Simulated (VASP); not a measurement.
Consider the following.

```
CELL_PARAMETERS angstrom
     -1.46408     1.46408     1.46408
      1.46408    -1.46408     1.46408
      1.46408     1.46408    -1.46408
ATOMIC_POSITIONS crystal
  V  0.00000 0.00000 0.00000
```

Method: AM05 GGA, VASP's PBE PAW potentials (set 64) (plane waves; VASP). Numerical set-up: 520 eV cut-off, 17×17×17 Γ-centred mesh, first-order Methfessel-Paxton smearing of 0.10 eV, potentials V_sv.

**Question.** Give the stress tensor in GPa (positive for a compressed cell).

**Answer.** 
```
6.38  0.00  0.00
0.00  6.38  0.00
0.00  0.00  6.38
```
The pressure is its mean diagonal, 6.38 GPa.

The compound is V in the bcc structure. This cell is one point of a volume scan, at 0.97 of the reference volume. The run is not spin-polarised, so no magnetic state was tried.
